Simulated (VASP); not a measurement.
BeCd2S3, 12 atoms in the cell. It takes space group Cmc2_1 (No. 36, orthorhombic). Conventional cell: a = 11.825 Å, b = 6.840 Å, c = 6.362 Å, α = 90.00°, β = 90.00°, γ = 90.00°. Be (site symmetry m) is surrounded by 4 S at 2.12 to 2.17 Å. Around Cd (site symmetry 1) lie 4 S at 2.56 to 2.57 Å. S (site symmetry 1) has 1 Be at 2.12 Å as nearest neighbours. S (site symmetry m) has 2 Be at 2.13 to 2.17 Å as nearest neighbours. The cell was built by a generator and needn't be a form met in nature.

- Program: VASP 6.6.1
- Task: density of states
- Functional: PBE
- Potentials or basis: VASP PAW PBE potentials, release 64 (Be, Cd, S)
- Cutoff: 520 eV
- k mesh: 4 × 4 × 4
- Occupations: gaussian, width 0.03 eV
- Spin: no spin polarisation
- k mesh for the DOS: 6 × 6 × 6
- Occupations for the DOS: tetrahedron
- Further INCAR settings: ALGO = Fast; EDIFF = 1e-06

Potentials or basis: VASP PAW PBE potentials, release 64 (Be, Cd, S).

Command:

```sh
$ cat potpaw_PBE.64/Be/POTCAR potpaw_PBE.64/Cd/POTCAR potpaw_PBE.64/S/POTCAR > POTCAR
$ cp INCAR.step1 INCAR
$ cp KPOINTS.step1 KPOINTS
$ mpirun -np 4 vasp_std > vasp.out
$ cp INCAR.step2 INCAR
$ cp KPOINTS.step2 KPOINTS
$ mpirun -np 4 vasp_std > vasp.out
```

Hardware: 4 MPI ranks on Intel(R) Xeon(R) Platinum 8175M CPU @ 2.50GHz (Skylake/Cascade Lake), on a shared host.

Question: How long does it take, and how much memory?

Answer: Wall time 8.3 min on 4 MPI ranks on Intel(R) Xeon(R) Platinum 8175M CPU @ 2.50GHz (Skylake/Cascade Lake) (shared host), peak memory 0.71 GiB a rank. Counts: scf iterations 10, k points 52.
